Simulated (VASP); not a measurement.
An input for Quantum ESPRESSO's pw.x (written as the equivalent of a VASP run, and not itself run):

```
&CONTROL
  calculation = 'vc-relax'
  pseudo_dir = './pseudo'
  outdir = './out'
  tprnfor = .true.
  tstress = .true.
  nstep = 60
  forc_conv_thr = 0.00078
/
&SYSTEM
  ibrav = 0
  nat = 3
  ntyp = 2
  ecutwfc = 102
  occupations = 'smearing'
  smearing = 'gaussian'
  degauss = 0.003675
  input_dft = 'revpbe'
/
&ELECTRONS
  conv_thr = 7.3e-08
  electron_maxstep = 100
/
&IONS
/
&CELL
/
ATOMIC_SPECIES
  Cd 112.414 Cd.upf
  F 18.998 F.upf
CELL_PARAMETERS angstrom
    -0.0000000    2.7747677    2.7747677
     2.7747677    0.0000000    2.7747677
     2.7747677    2.7747677    0.0000000
ATOMIC_POSITIONS crystal
  Cd   0.0000000  0.0000000  0.0000000
  F    0.2500000  0.2500000  0.2500000
  F    0.7500000  0.7500000  0.7500000
K_POINTS automatic
  6 6 6 0 0 0
```

Write the VASP files for the same calculation (revPBE).

This is not unique; one that fits is 
File KPOINTS:
```
K-points
0
Gamma
  6 6 6
```

**INCAR**
```
SYSTEM = CdF2
PREC = Accurate
ENCUT = 520
EDIFF = 1E-6
NELM = 100
ALGO = Normal
LREAL = .FALSE.
LASPH = .TRUE.
ISMEAR = 0
SIGMA = 0.05
GGA = RE
LMAXMIX = 4
LWAVE = .FALSE.
LCHARG = .FALSE.
IBRION = 2
ISIF = 3
NSW = 60
EDIFFG = -0.02
```

**POSCAR**
```
CdF2
1.0
  0.0000000000   2.7747676752   2.7747676752
  2.7747676752   0.0000000000   2.7747676752
  2.7747676752   2.7747676752   0.0000000000
Cd F
1 2
Direct
  0.0000000000   0.0000000000   0.0000000000
  0.2500000000   0.2500000000   0.2500000000
  0.7500000000   0.7500000000   0.7500000000
```

POTCAR, in this order: Cd F (PBE.64 set). Program: vasp_std.

The two are equivalent in intent, not identical: the potentials are each code's own (VASP's PAW set, PseudoDojo norm-conserving files in pw.x), so ENCUT and ecutwfc are chosen apart and not converted; conv_thr bounds pw.x's estimated SCF error, while EDIFF bounds the energy change between steps; forc_conv_thr acts on force components and is met together with etot_conv_thr.

The compound is CdF2 in the fluorite structure. This run relaxes it. Symmetry was kept, so distortions that lower it aren't found. The start is the result of an earlier pass.
